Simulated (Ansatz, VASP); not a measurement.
# AlN in two plane-wave programs

Wanted: the spread between two codes on one cell, functional and k mesh. The cell is taken from a series of runs on this material, whose earlier steps may have relaxed, scaled, displaced or heated it; both programs get it as it stands.

Main program and level: Ansatz 0.2.0; plane waves, with VASP 6.6.1 beside it; single point at LDA.

## Step 1: The starting structure

Symmetry: F-43m, No. 216, cubic system. Conventional cell: a = 4.368 Å, b = 4.368 Å, c = 4.368 Å, α = 90.00°, β = 90.00°, γ = 90.00°. Al has 4 N at 1.89 Å nearest. Nearest to N lie 4 Al at 1.89 Å. Farther neighbours and most contacts between anions are not listed.

## Step 2: Ansatz: single point, LDA

Ansatz runs on its PAW soft_1 files.

With cell and atoms fixed, the geometry can't cause a difference; cores, projectors, grids and the points listed under the comparison can.

Contents of input.yaml:

```yaml
crystal:
  lattice:
    - [0.0, 2.1839935596, 2.1839935596]
    - [2.1839935596, 0.0, 2.1839935596]
    - [2.1839935596, 2.1839935596, 0.0]
  atoms:
    - { symbol: Al, position: [0.0, 0.0, 0.0] }
    - { symbol: "N", position: [0.75, 0.75, 0.75] }
kpoints:
  mp_grid: { grid: [8, 8, 8] }
hamiltonian:
  xc: lda
  pseudopotentials: { kind: paw, azcp: { folder: soft_1 }, xc_functional: pbe }
scf:
  occupations: { method: gaussian, width: 0.1 }
output:
  forces: true
  stress: true
  eigenvalues: true
```

Started as:

```bash
ansatz run input.yaml --threads 4 --pin off --max-ram 10240MiB --backend cpu --events-out ev --progress --plain --runs-dir out
```

Numbers of over 12 decimals in the logs are rounded to 6 here.

The program printed:

```text
Engine: ansatz 0.2.0, x86_64-unknown-linux-gnu
Pseudopotentials: kind: paw
Pseudopotential: Al, paw, valence charge 3, recommended cutoff 420 eV (normal), soft_1/Al.paw.azcp
Pseudopotential: N, paw, valence charge 5, recommended cutoff 420 eV (normal), soft_1/N.paw.azcp
Functional definition: SPW92
  exchange = slater_x
  correlation = pw_c
Crystal: 2 atoms, lattice volume = 20.835 Å³
Basis set: ecut = 420 eV, 411 PW (Γ)
Bands: 8, of which v1, the nominal top of the filled ones, is band 4 counted from 1 (3 counted from 0)
Symmetry: 24 space group operations
Space group: F-43m (ITA 216), of the structure as read, at distance tolerance 2.8e-5 Å
k-points: 29 of 512 (time reversal used)
Non-local potential: Al, projectors of the file, l = 0: 2, l = 1: 2, l = 2: 1
Non-local potential: N, projectors of the file, l = 0: 2, l = 1: 2, l = 2: 1
PAW form: soft (Blöchl's): semilocal exchange-correlation on the pseudo side does not see the compensation charge
PAW frozen core: Al, regenerated for the run's functional, and the local potential with it (the file was generated under x = pbe(κ = 0.804, μ = 0.219515), c = pbe(β = 0.066725))
PAW frozen core: N, regenerated for the run's functional, and the local potential with it (the file was generated under x = pbe(κ = 0.804, μ = 0.219515), c = pbe(β = 0.066725))
PAW one-centre angular grid: Al, 110 points (default); XC on 64 Gauss nodes
PAW one-centre angular grid: N, 110 points (default); XC on 64 Gauss nodes
Initial density: superposition of atomic densities (chi_scale 0.1, normalization cell, long waves kept (reshape's long-wave potential 0.00 eV rms))
Initial wavefunctions: pseudopotential atomic-orbital guess
Functional: x = slater, c = lda
SCF iter   1: F=—  HF=-891.282943 eV  |F-HF|=—  |Δ(HF+E_count)|=         —  Δρ=1.34e-1  dr2=4.56e0  ethr=3.10e-3  ⟨swp⟩=4.4  Hψ=1660  notcnv=0
preconditioner: auto → none  [insulator: Δε(μ)=5.576 eV  Ē_g=16.420 eV  σ=0.100 eV  W_gap=1.00  n_scr=0 (ndim 8)  ℏωp=23.0 eV  f_vac=0.000  D(μ)=0.00/eV (n_scr^D=0)  ε∞_Penn≈3.0]
SCF iter   2: F=—  HF=-890.058772 eV  |F-HF|=—  |Δ(HF+E_count)|=    1.22e0  Δρ=7.75e-2  dr2=7.72e-1  ethr=3.10e-3  ⟨swp⟩=3.0  Hψ=771  notcnv=0
SCF iter   3: F=—  HF=-889.826806 eV  |F-HF|=—  |Δ(HF+E_count)|=   2.32e-1  Δρ=2.20e-2  dr2=5.20e-2  ethr=3.10e-3  ⟨swp⟩=2.4  Hψ=566  notcnv=0
SCF iter   4: F=—  HF=-889.806872 eV  |F-HF|=—  |Δ(HF+E_count)|=   1.99e-2  Δρ=1.01e-3  dr2=7.82e-5  ethr=6.50e-4  ⟨swp⟩=2.0  Hψ=343  notcnv=0
SCF iter   5: F=—  HF=-889.806833 eV  |F-HF|=—  |Δ(HF+E_count)|=   3.86e-5  Δρ=2.83e-4  dr2=5.63e-6  ethr=9.77e-7  ⟨swp⟩=2.0  Hψ=342  notcnv=0
SCF iter   6: F=-889.806830 eV  HF=-889.806830 eV  |F-HF|=4.44e-8  |Δ(HF+E_count)|=   3.47e-6  Δρ=2.95e-5  dr2=8.70e-8  ethr=1.25e-9  ⟨swp⟩=2.2  Hψ=868  notcnv=0
SCF 1 converged in 6 iterations: F = -889.806830 eV  dr2 = 8.70e-8
  greatest PAW one-centre occupation: 0.782 electrons in one spin orbital (limit 2), on the N atom at site 1 (counted from 0), in its partial waves of l = 0
SCF converged after 6 iterations
Free energy (F): -889.806830 eV
Harris-Foulkes:  -889.806830 eV  (|F-HF|=4.44e-8)
Internal energy: -889.806830 eV  (E = F + TS)
E sigma→0 (E₀):  -889.806830 eV
Fermi energy:    8.289287 eV
--- Per-component energies (eV) ---
  E_band       = 13.288938
  E_kinetic    = 156.005712
  E_local      = -209.719030  (includes V_loc(G=0)·N_el)
  E_nonlocal   = 46.593070
  E_hartree    = 76.186228
  E_xc         = -97.881817
  E_vxc        = -106.526432  (∫ρ·V_xc dr)
  E_paw        = -564.523988  (= ΣΔE_a)
  E_vpaw       = -25.440344  (= ΣTr[D̂ρ^β])
  E_aug_tail   = 0.000790  (compensation charges beyond the density's cutoff)
  E_ewald      = -296.603555
  E_core_change = 0.135761  (= ΣΔE_core)
  E_smearing   = -0.000000  (= −TS)
  E_closure    = 0.000000  (closes the sum)
  Σ components = -889.806830   (vs F -889.806830, Δ=0.00e0)
--- Forces (eV/Å), atoms counted from 1 ---
  atom   1  Al    -0.00000000     0.00000000    -0.00000000
  atom   2  N      0.00000000    -0.00000000    -0.00000000
  max |Σ_I F_I| component: 1.85e-16 eV/Å
--- Stress (GPa, compression-positive) ---
       -3.627784      -0.000000      -0.000000
       -0.000000      -3.627784       0.000000
       -0.000000       0.000000      -3.627784
  P = ⅓ Tr σ = -3.6278 GPa (-36.278 kbar)
--- Band table (eV; the first three rows and the last of 29) ---
  k-point 0: bands = ["-8.1421", "6.6688", "6.6688", "6.6688", "10.8961", "19.0231", "19.0231", "19.0231"]
  k-point 1: bands = ["-7.9105", "5.4973", "6.5899", "6.5899", "11.8162", "18.4600", "19.1927", "19.1927"]
  k-point 2: bands = ["-7.2728", "3.4121", "6.4119", "6.4119", "13.0936", "17.4758", "18.7991", "18.7991"]
  k-point 28: bands = ["-5.3122", "2.8550", "3.2005", "3.9525", "12.6305", "17.9065", "18.5013", "18.6456"]
```

The run ends at a pressure of -3.63 GPa.

## Step 3: VASP: single point, LDA

The same cell, functional (in two slightly different forms), mesh and smearing now go to VASP, with its own data sets.

Lines of VASP's logs that name or quote its potential files are left out, and so is its time.

Contents of INCAR:

```
SYSTEM = AlN
PREC = Accurate
ENCUT = 600
EDIFF = 1E-06
NELM = 120
ISMEAR = 0
SIGMA = 0.1
LREAL = .FALSE.
ALGO = Normal
GGA = PW92
NBANDS = 10
LORBIT = 11
LWAVE = .FALSE.
LCHARG = .FALSE.
ISIF = 2
LASPH = .TRUE.
GGA_COMPAT = .FALSE.
EFERMI = MIDGAP
```

Contents of POSCAR:

```
AlN
1.0
    0.0000000000      2.1839935596      2.1839935596
    2.1839935596      0.0000000000      2.1839935596
    2.1839935596      2.1839935596      0.0000000000
Al N
1 1
Direct
    0.0000000000      0.0000000000      0.0000000000
    0.7500000000      0.7500000000      0.7500000000
```

Contents of KPOINTS:

```
Automatic mesh
0
Gamma
8 8 8
0 0 0
```

The projector-augmented-wave data sets are Al and N (LDA family, release 64).

Started as:

```bash
mpirun -np 1 vasp_std
```

The program printed:

```text
[banner, memory and clock lines left out]
running    1 mpi-ranks, on    1 nodes
 distrk:  each k-point on    1 cores,    1 groups
 distr:  one band on    1 cores,    1 groups

 POSCAR found type information on POSCAR AlN
 POSCAR found :  2 types and       2 ions
|                                                                             |
|               ----> ADVICE to this user running VASP <----                  |
|                                                                             |
|     You enforced a specific xc type in the INCAR file but a different       |
|     [... a line on the potential file left out ...]
|     I HOPE YOU KNOW WHAT YOU ARE DOING!                                     |
|                                                                             |

 LDA part: xc-table for (Slater(with rela. corr.)+PW92), standard interpolation
 POSCAR, INCAR and KPOINTS ok, starting setup
 FFT: planning ... GRIDC
 FFT: planning ... GRID_SOFT
 FFT: planning ... GRID
 WAVECAR not read
 entering main loop
       N       E                     dE             d eps       ncg     rms          rms(c)
DAV:   1     0.134787566060E+02    0.13479E+02   -0.43199E+03   588   0.768E+02
DAV:   2    -0.180098673646E+02   -0.31489E+02   -0.30236E+02   710   0.144E+02
DAV:   3    -0.189207114100E+02   -0.91084E+00   -0.90985E+00   692   0.238E+01
DAV:   4    -0.189241239740E+02   -0.34126E-02   -0.34124E-02   660   0.176E+00
DAV:   5    -0.189241517415E+02   -0.27768E-04   -0.27767E-04   658   0.154E-01    0.867E+00
DAV:   6    -0.164569687587E+02    0.24672E+01   -0.13367E+01   606   0.193E+01    0.297E+00
DAV:   7    -0.164121194582E+02    0.44849E-01   -0.90096E-02   640   0.270E+00    0.192E+00
DAV:   8    -0.163832474242E+02    0.28872E-01   -0.29743E-02   606   0.167E+00    0.362E-01
DAV:   9    -0.163829056825E+02    0.34174E-03   -0.12371E-03   670   0.238E-01    0.180E-01
DAV:  10    -0.163829257900E+02   -0.20108E-04   -0.64483E-05   628   0.615E-02    0.418E-02
DAV:  11    -0.163829243812E+02    0.14089E-05   -0.13178E-06   616   0.913E-03    0.850E-03
DAV:  12    -0.163829243763E+02    0.49049E-08   -0.34895E-08   312   0.164E-03
   1 F= -.16382924E+02 E0= -.16382924E+02  d E =-.388546-116
```

Parts of OUTCAR (step 3):

```text
ion  position               nearest neighbor table
   1  0.000  0.000  0.000-   2 1.89   2 1.89   2 1.89   2 1.89
   2  0.750  0.750  0.750-   1 1.89   1 1.89   1 1.89   1 1.89

  LATTYP: Found a face centered cubic cell.
 ALAT       =     4.3679871192

 Subroutine GETGRP returns: Found 24 space group operations
 (whereof 24 operations were pure point group operations)

The static configuration has the point symmetry T_d .

 Found     29 irreducible k-points:

   k-points           NKPTS =     29   k-points in BZ     NKDIM =     29   number of bands    NBANDS=     10

   dimension x,y,z NGX =    28 NGY =   28 NGZ =   28
   dimension x,y,z NGXF=    56 NGYF=   56 NGZF=   56

   ENCUT  =  600.0 eV  44.10 Ry    6.64 a.u.   6.17  6.17  6.17*2*pi/ulx,y,z

   NELECT =       8.0000    total number of electrons

 k-points in reciprocal lattice and weights: Automatic mesh
   0.00000000  0.00000000  0.00000000       0.002
   0.12500000  0.00000000  0.00000000       0.016
   0.25000000  0.00000000  0.00000000       0.016
   0.37500000  0.00000000  0.00000000       0.016
   0.50000000  0.00000000  0.00000000       0.008
   0.12500000  0.12500000  0.00000000       0.012
   0.25000000  0.12500000  0.00000000       0.047
   0.37500000  0.12500000  0.00000000       0.047
   0.50000000  0.12500000  0.00000000       0.047
[...]
-0.37500000  0.50000000  0.12500000       0.023
  -0.25000000  0.50000000  0.25000000       0.012

 average (electrostatic) potential at core
       1 -69.9207       2 -59.9053

 E-fermi :   7.3230

 k-point     1 :       0.0000    0.0000    0.0000
  band No.  band energies     occupation
      1      -9.1135      2.00000
      2       5.7083      2.00000
      3       5.7083      2.00000
      4       5.7083      2.00000
      5       9.9465      0.00000
      6      18.0470      0.00000
      7      18.0470      0.00000
      8      18.0470      0.00000
      9      23.2372      0.00000
    ...

 k-point     2 :       0.1250    0.0000    0.0000
  band No.  band energies     occupation
      1      -8.8814      2.00000
      2       4.5357      2.00000
      3       5.6287      2.00000
      4       5.6287      2.00000
      5      10.8636      0.00000
      6      17.4852      0.00000
      7      18.2193      0.00000
      8      18.2193      0.00000
      9      21.7028      0.00000
    ...

 k-point     3 :       0.2500    0.0000    0.0000
  band No.  band energies     occupation
      1      -8.2420      2.00000
      2       2.4462      2.00000
      3       5.4497      2.00000
      4       5.4497      2.00000
      5      12.1366      0.00000
      6      16.5056      0.00000
      7      17.8370      0.00000
      8      17.8370      0.00000
      9      21.8026      0.00000
    ...

  Total       -0.4318145     -0.4318145     -0.4318145      0.0000000      0.0000000     -0.0000000
  in kB      -33.2065515    -33.2065515    -33.2065515      0.0000000      0.0000000     -0.0000000
  external PRESSURE =     -33.2065515 kB  Pullay stress =       0.0000000 kB

  energy-cutoff  :      600.00
  volume of cell :       20.83
      direct lattice vectors                 reciprocal lattice vectors
     0.000000000  2.183993560  2.183993560    -0.228938404  0.228938404  0.228938404
     2.183993560  0.000000000  2.183993560     0.228938404 -0.228938404  0.228938404
     2.183993560  2.183993560  0.000000000     0.228938404  0.228938404 -0.228938404

 POSITION                                       TOTAL-FORCE (eV/Angst)
 -----------------------------------------------------------------------------------
      0.00000      0.00000      0.00000        -0.000000     -0.000000     -0.000000
      3.27599      3.27599      3.27599         0.000000      0.000000      0.000000
 -----------------------------------------------------------------------------------
    total drift:                                0.000000      0.000000      0.000000

  FREE ENERGIE OF THE ION-ELECTRON SYSTEM (eV)
  ---------------------------------------------------
  free  energy   TOTEN  =       -16.3829243763 eV

  energy  without entropy=      -16.3829243763  energy(sigma->0) =      -16.38292438

 total charge
# of ion       s       p       d       tot
------------------------------------------
    1        0.377   0.457   0.000   0.833
    2        1.208   2.607   0.000   3.815
--------------------------------------------------
tot          1.584   3.063   0.000   4.648

[... 3 further parts left out ...]
```

The run ends at a pressure of -3.32 GPa.

## Step 4: Side by side

Known differences besides the potentials themselves: the cutoff is 420 eV in Ansatz and 600 eV in VASP; VASP's log shows a relativistic correction to its local exchange, Ansatz's none. Total energies have different zeros and are not compared.

Both answers:

| quantity | Ansatz | VASP | difference |
| --- | --- | --- | --- |
| pressure (GPa) | -3.63 | -3.32 | -0.31 |
| gap on the k mesh (eV) | 3.241 | 3.229 | +0.012 |

A gap on the mesh is an upper bound, since the band edges may lie between its points.

## Step 5: Results

```
difference in gap on the k mesh (single point, LDA) : 0.012 eV
```

In words: The difference in gap on the k mesh is 0.012 eV (single point, LDA), within the 0.08 eV picked in this series as the mark of a large difference. Such differences can come from data sets, numerical settings and the points named under the comparisons, not from the functional's error against experiment.

[Lines on the potential files, build, host, timing and source positions are cut from VASP's logs without a mark.]

[Logs are printed without paths, hosts, clocks, repeated set-up lines and the standing remarks that a program may print on its own settings, such as how far it seeks lower states.]

[Hosts, paths, dates, database ids (printed as entryN), source tags and the programs' standing remarks are cut or masked in the printed files.]
